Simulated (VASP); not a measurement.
Input:

```
EuS
1.0
    0.00000     2.93801     2.93801
    2.93801     0.00000     2.93801
    2.93801     2.93801     0.00000
Eu S
1 1
Direct
  0.00000   0.00000   0.00000
  0.50000   0.50000   0.50000
```

Calculation: PBE GGA, VASP's PBE PAW potentials (set 64) (plane waves; VASP). Numerical set-up: 520 eV cut-off, 7×7×7 Γ-centred mesh, Gaussian smearing of 0.050 eV, potentials Eu_2 S.

The 4f electrons are frozen in the core of the lanthanide potential, so 4f levels, which can set the real gap, and their magnetism are missing.

**Question.** Predict the energy per atom (σ→0).

**Answer.** 
The energy per atom (σ→0) comes out as -5.319 eV/atom.

The compound is EuS in the rock salt structure. It was relaxed first. The start is the result of an earlier pass.
